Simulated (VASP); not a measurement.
Data:

```
CoTi
1.0
    2.87848     0.00000     0.00000
    0.00000     2.87848     0.00000
    0.00000     0.00000     2.87848
Ti Co
1 1
Direct
  0.00000   0.00000   0.00000
  0.50000   0.50000   0.50000
```

Computed with PBE GGA, VASP's PBE PAW potentials (set 64) (plane waves; VASP). Numerical set-up: 500 eV cut-off, 13×13×13 Γ-centred mesh, first-order Methfessel-Paxton smearing of 0.10 eV, potentials Ti_sv Co.

**Question.** Estimate the energy per atom (σ→0), pressure, band gap (on the k-mesh) with the smallest direct gap where there is one.

**Answer.** 
| Property | Result |
|---|---|
| band gap (on the k-mesh) | none (metal, semimetal or under 0.01 eV) |
| energy per atom (σ→0) | -7.752 eV/atom |
| pressure | 19.90 GPa |

Only differences to runs with the same potentials and settings are physical.

The compound is TiCo in the CsCl type structure. It was relaxed first under an external pressure of 20 GPa. The run is not spin-polarised, so no magnetic state was tried. The electron count is odd and the run is not spin-polarised, which forces a metal.
